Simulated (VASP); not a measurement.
Input of a VASP 6.6.1 run:

INCAR

```
ALGO     = Fast           # electronic algorithm
EDIFF    = 1E-4           # SCF threshold, eV
EDIFFG   = -0.08          # ionic threshold
ENCUT    = 520            # plane-wave cutoff, eV
GGA      = PE             # functional
IBRION   = 2              # ionic algorithm
ISIF     = 3              # what is computed and relaxed
ISMEAR   = 0              # smearing method
LASPH    = True           # aspherical terms in the spheres
LCHARG   = False          # write CHGCAR
LREAL    = False          # projectors in reciprocal space
LWAVE    = False          # write WAVECAR
NELM     = 60             # most SCF steps
NSW      = 24             # ionic steps
PREC     = Normal         # precision mode
SIGMA    = 0.15           # smearing width, eV
```

File KPOINTS:

```
k-points
0
Gamma
  4 4 4
```

Contents of POSCAR:

```
MgTi3O4
1.0
   -3.2038043500      3.2038043500      2.6110015500
    3.2038043500     -3.2038043500      2.6110015500
    3.2038043500      3.2038043500     -2.6110015500
Mg Ti O
1 3 4
Direct
    0.0000000000      0.0000000000      0.0000000000
    0.5000000000      0.0000000000      0.5000000000
    0.0000000000      0.5000000000      0.5000000000
    0.5000000000      0.5000000000      0.0000000000
    0.4086909900      0.4086909900      0.3515920000
    0.0570989900      0.0570989900      0.6484080000
    0.5913090100      0.9429010100      0.0000000000
    0.9429010100      0.5913090100      0.0000000000
```

Potentials or basis: VASP PAW PBE potentials, release 64 (Mg, Ti_sv, O).

The run is started by

```sh
$ cat potpaw_PBE.64/Mg/POTCAR potpaw_PBE.64/Ti_sv/POTCAR potpaw_PBE.64/O/POTCAR > POTCAR
$ mpirun -np 1 vasp_std > vasp.out
```

(1) What does it give for the relaxed cell?

(2) Estimate the relaxed volume.

## Answers

(1) a = 4.605 Å, b = 4.605 Å, c = 4.605 Å, α = 109.52°, β = 109.52°, γ = 109.38°.

(2) 9.40 Å³/atom.

Caveat: the k mesh is coarse (spacing up to 0.39 Å⁻¹), so the values aren't converged; the volume moved by over 15 % at a fixed basis, so the end points are rough.
